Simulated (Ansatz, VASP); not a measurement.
# Cross-check of Ge (Germanium) between VASP and Ansatz, part 2 of 2

One calculation is typed for both programs; each brings its own data sets and cutoff. How far apart do they land? The cell is taken from a series of VASP runs on this material, whose earlier steps may have relaxed, scaled or displaced it; both programs get it as it stands.

VASP 6.6.1 and Ansatz 0.2.0.

So far. Step 4 (Comparison): The walks stopped with 0.00 GPa left in Ansatz and 0.00 GPa in VASP; each walk ends within a tolerance, so the volume difference is uncertain by about these residues over the bulk modulus, most in soft cells.

## Step 5: VASP: relaxation of cell and atoms, r2SCAN with rVV10

Level of this step: r2SCAN with rVV10; plane waves and PAW (Ge_d) (VASP).

The relaxed volume is the usual yardstick between codes: its relative difference is about their pressure difference at one cell divided by the bulk modulus.

File INCAR:

```
SYSTEM = Ge
PREC = Accurate
ENCUT = 450
EDIFF = 1E-07
NELM = 100
ISMEAR = 0
SIGMA = 0.05
LREAL = .FALSE.
ALGO = Normal
METAGGA = R2SCAN
LUSE_VDW = .TRUE.
IVDW_NL = 2
BPARAM = 11.95
CPARAM = 0.0093
LASPH = .TRUE.
NBANDS = 20
LORBIT = 11
LWAVE = .FALSE.
LCHARG = .FALSE.
KPAR = 4
IBRION = 2
NSW = 50
ISIF = 3
EDIFFG = -0.002
```

File POSCAR:

```
Ge
1.0
    0.0000000000      2.8289100000      2.8289100000
    2.8289100000      0.0000000000      2.8289100000
    2.8289100000      2.8289100000      0.0000000000
Ge
2
Direct
    0.7500000000      0.7500000000      0.7500000000
    0.5000000000      0.5000000000      0.5000000000
```

File KPOINTS:

```
Automatic mesh
0
Gamma
10 10 10
0 0 0
```

PAW data sets: Ge_d (PBE family, release 64).

Command:

```console
mpirun -np 4 vasp_std
```

Numbers of over 12 decimals in the logs are rounded to 6 here.

What it wrote:

```text
[banner, memory and clock lines left out]
running    4 mpi-ranks, on    1 nodes
[...]
|                                                                             |
|               ----> ADVICE to this user running VASP <----                  |
|                                                                             |
|     You have switched on vdW-DFT.                                           |
|     This routine was written and supplied by Jiri Klimes. We recommend      |
|     that you carefully read and cite the following publications:            |
|       J. Klimes, D.R. Bowler, A. Michelides                                 |
|          J. Phys.: Cond Matt. 22 022201 (2010)                              |
|       J. Klimes, D.R. Bowler, A. Michelides                                 |
|          Phys. Rev. B. 83, 195131 (2011)                                    |
|     and references therein.                                                 |
|                                                                             |

[...]
Total rVV10 correction in eV:      0.8279263    28.6230336
DAV:  10    -0.269085161160E+02    0.21651E-03   -0.47760E-04  2440   0.396E-01    0.305E-02
Total rVV10 correction in eV:      0.8281238    28.6230336
Total rVV10 correction in eV:      0.8281238    28.6230336
Total rVV10 correction in eV:      0.8281238    28.6230336
Total rVV10 correction in eV:      0.8281238    28.6230336
DAV:  11    -0.269084428439E+02    0.73272E-04   -0.34440E-04  2600   0.359E-01    0.631E-03
Total rVV10 correction in eV:      0.8280980    28.6230336
[...]
Total rVV10 correction in eV:      0.8259727    28.6230346
Total rVV10 correction in eV:      0.8259727    28.6230346
Total rVV10 correction in eV:      0.8259728    28.6230346
Total rVV10 correction in eV:      0.8259728    28.6230346
Total rVV10 correction in eV:      0.8259728    28.6230346
Total rVV10 correction in eV:      0.8259728    28.6230346
   2 F= -.26908749E+02 E0= -.26908749E+02  d E =-.300132E-03
[... from here on, the cycles between the ionic steps are left out ...]
   3 F= -.26908844E+02 E0= -.26908844E+02  d E =-.395520E-03
   4 F= -.26908841E+02 E0= -.26908841E+02  d E =-.392796E-03
   5 F= -.26908843E+02 E0= -.26908843E+02  d E =-.394630E-03
[...]
reached required accuracy - stopping structural energy minimisation
```

From OUTCAR (step 5):

```text
  Total       -0.0014020     -0.0014020     -0.0014020      0.0000000      0.0000000     -0.0000000
  in kB       -0.0498970     -0.0498970     -0.0498970      0.0000000      0.0000000     -0.0000000
  external PRESSURE =      -0.0498970 kB  Pullay stress =       0.0000000 kB

 POSITION                                       TOTAL-FORCE (eV/Angst)
 -----------------------------------------------------------------------------------
      4.23519      4.23519      4.23519        -0.000000      0.000000      0.000000
      2.82346      2.82346      2.82346         0.000000      0.000000     -0.000000
 -----------------------------------------------------------------------------------
    total drift:                                0.000000      0.000000      0.000000

  FREE ENERGIE OF THE ION-ELECTRON SYSTEM (eV)
  ---------------------------------------------------
  free  energy   TOTEN  =       -26.9088432073 eV

  energy  without entropy=      -26.9088432073  energy(sigma->0) =      -26.90884321

[... 2 parts as in an earlier step ...]

[... 2 further parts left out ...]
[key lines of the parts left out:]
E-fermi :   5.0630
```

## Step 6: Ansatz: relaxation of cell and atoms, r2SCAN with rVV10

The same cell, functional, mesh and smearing now go to Ansatz, which takes its cutoff from its data sets.

The cell is taken from a series of VASP runs on this material, whose earlier steps may have relaxed, scaled or displaced it; both programs get it as it stands.

File input.yaml:

```yaml
crystal:
  lattice:
    - [0.0, 2.82891, 2.82891]
    - [2.82891, 0.0, 2.82891]
    - [2.82891, 2.82891, 0.0]
  atoms:
    - { symbol: Ge, position: [0.75, 0.75, 0.75] }
    - { symbol: Ge, position: [0.5, 0.5, 0.5] }
hamiltonian:
  xc: r2scan
  pseudopotentials: { kind: paw }
  dispersion: rvv10
kpoints:
  mp_grid: { grid: [10, 10, 10] }
scf:
  occupations: { method: gaussian, width: 0.05 }
relax:
  f_tol: 0.01
  max_steps: 60
  cell: { stress_tol: 0.05 }
output:
  forces: true
  stress: true
```

Command:

```console
ansatz run input.yaml --threads 4 --pin off --max-ram 9216MiB --backend cpu --events-out ev --progress --plain --runs-dir out
```

What it wrote:

```text
[...]
Crystal: 2 atoms, lattice volume = 45.278 Å³
Basis set: ecut = 500 eV, 1139 PW (Γ), exchange–correlation on 144×144×144 points (64 copies of the dense FFT grid, shifted against one another)
Bands: 18, of which v1, the nominal top of the filled ones, is band 14 counted from 1 (13 counted from 0)
Symmetry: 48 space group operations
[...]
k-points: 47 of 1000
[...]
-0.000000      -0.015190      -0.000000
       -0.000000      -0.000000      -0.015190
  P = ⅓ Tr σ = -0.0152 GPa (-0.152 kbar)
--- Relaxed structure (2 steps of the walk, 2 accepted, 1 SCFs on fresh bases) ---
[...]
cell:  # Å, volume = 45.2149 Å³
    - [0, 2.827595, 2.827595]
    - [2.827595, 0, 2.827595]
    - [2.827595, 2.827595, 0]
  atoms:
    - { symbol: Ge, position: [0.75, 0.75, 0.75] }
    - { symbol: Ge, position: [0.5, 0.5, 0.5] }
[key lines of the parts left out:]
SCF converged after 5 iterations
Free energy (F): -8603.376390 eV
Fermi energy:    8.607832 eV
```

Elapsed: 5.5 s, on 4 threads of Arm Neoverse V2, shared host; peak memory 0.57 GiB.

## Step 7: Comparison

The two programs side by side:

```csv
quantity,Ansatz,VASP,difference
volume (Å³),45.21,45.02,+0.44 %
"edge a after relaxation, in the typed setting (Å)",3.999,3.993,+0.15 %
```

The walks stopped with -0.02 GPa left in Ansatz and 0.00 GPa in VASP; each walk ends within a tolerance, so the volume difference is uncertain by about these residues over the bulk modulus, most in soft cells.

## Step 8: Outcome

```
difference in volume (relaxation of cell and atoms, r2SCAN)            : 0.39 %
difference in volume (relaxation of cell and atoms, r2SCAN with rVV10) : 0.44 %
```

**Reading.** The difference in volume is 0.44 % (relaxation of cell and atoms, r2SCAN with rVV10), within the 1.2 % picked in this series as the mark of a large difference, as far as the stopping tolerances let one tell. Such differences can come from data sets, numerical settings and the points named under the comparisons, not from the functional's error against experiment.

[Lines on the potential files, build, host, timing and source positions are cut from VASP's logs without a mark.]

[Logs are printed without paths, hosts, clocks, repeated set-up lines and the standing remarks that a program may print on its own settings, such as how far it seeks lower states.]

[Hosts, paths, dates, database ids (printed as entryN), source tags and the programs' standing remarks are cut or masked in the printed files.]
